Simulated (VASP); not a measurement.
A convergence study with VASP on Na2S (antifluorite): one setting is varied, all else stays as given below, so the limit is that of these other settings. Each run relaxes cell and ions; the cell shown is the tightest run's result. The basis is that of the starting cell, so low cut-offs carry a Pulay error.

```xyz
3
Lattice="0.0000 3.2850 3.2850 3.2850 0.0000 3.2850 3.2850 3.2850 0.0000" Properties=species:S:1:pos:R:3 pbc="T T T"
Na     1.6425     1.6425     1.6425
Na     4.9275     4.9275     4.9275
S      0.0000     0.0000     0.0000
```

Computed with PBE GGA, VASP's PBE PAW potentials (set 64) (plane waves; VASP). The tightest run used: 700 eV cut-off, 5×5×5 Γ-centred mesh, Gaussian smearing of 0.050 eV, potentials Na_pv S.

The reference is ENCUT = 700, which took about 30 core-seconds. Times come from single runs on busy shared machines, so they are rough: good to a factor of about 2.

**Question.** Of the settings ENCUT = 200; ENCUT = 250; ENCUT = 300; ENCUT = 350; ENCUT = 400; ENCUT = 450; ENCUT = 500; ENCUT = 550; ENCUT = 600; ENCUT = 650; ENCUT = 700, which is the lowest that keeps the difference from the reference in relaxed volume (Å³/atom) within 0.02 from there on, and what does it cost?

**Answer.** ENCUT = 500; its cost over the reference is within a factor of 2.
| setting | difference in relaxed volume (Å³/atom) | cost over the reference |
|---|---|---|
| ENCUT = 200 | 4.562 | within a factor of 2 |
| ENCUT = 250 | 1.508 | about 1/4 |
| ENCUT = 300 | 0.080 | about 1/3 |
| ENCUT = 350 | 0.072 | about 1/2 |
| ENCUT = 400 | 0.153 | about 1/2 |
| ENCUT = 450 | 0.085 | within a factor of 2 |
| ENCUT = 500 | 0.007 | within a factor of 2 |
| ENCUT = 550 | 0.017 | within a factor of 2 |
| ENCUT = 600 | 0.001 | within a factor of 2 |
| ENCUT = 650 | 0.007 | within a factor of 2 |
| ENCUT = 700 | 0.000 | reference |

Left out are rungs that failed or repeat a setting and relaxations that didn't move; long series are thinned to 24 rows.

The compound is Na2S in the antifluorite structure.
